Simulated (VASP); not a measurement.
These are LDA (Ceperley-Alder, Perdew-Zunger), VASP's LDA PAW potentials (set 64) (plane waves; VASP) values and carry that method's errors.

A VASP calculation is set up with these files.

### INCAR
```
ALGO=Normal
EDIFF=1E-6
ENCUT=300
ISIF=2
ISMEAR=-1
LASPH=.True.
LCHARG=.False.
LMAXMIX=4
LREAL=.False.
LWAVE=.False.
NELM=100
PREC=Accurate
SIGMA=0.1
SYSTEM=Zr3Sn
```

File KPOINTS:
```
Automatic mesh
0
Gamma
4 4 4
0 0 0
```

### POSCAR
```
Zr3Sn
1
    5.6300000000     0.0000000000     0.0000000000
    0.0000000000     5.6300000000     0.0000000000
    0.0000000000     0.0000000000     5.6300000000
Sn Zr
2 6
Direct
  0.0000000000   0.0000000000   0.0000000000
  0.5000000000   0.5000000000   0.5000000000
  0.2500000000   0.0000000000   0.5000000000
  0.5000000000   0.7500000000   0.0000000000
  0.7500000000   0.0000000000   0.5000000000
  0.5000000000   0.2500000000   0.0000000000
  0.0000000000   0.5000000000   0.7500000000
  0.0000000000   0.5000000000   0.2500000000
```

POTCAR, in this order: Sn_d Zr_sv (LDA.64 set). Program: vasp_std.

Task: What will the output report for the number of irreducible k-points (NKPTS), largest plane-wave count, number of space-group operations, FFT grid (NGX, NGY, NGZ)?

Result: 
The number of irreducible k-points (NKPTS) is 10, the largest plane-wave count is 2176 and the number of space-group operations is 48. The FFT grid (NGX, NGY, NGZ) is 32 × 32 × 32.

The structure comes from a measured Zr3Sn entry of the Crystallography Open Database, whose conditions weren't checked. The cell was not relaxed at this level. The run is one of a series of settings (KPOINTS 4×4×4 Γ-centred mesh against the base run), some of them coarse on purpose.
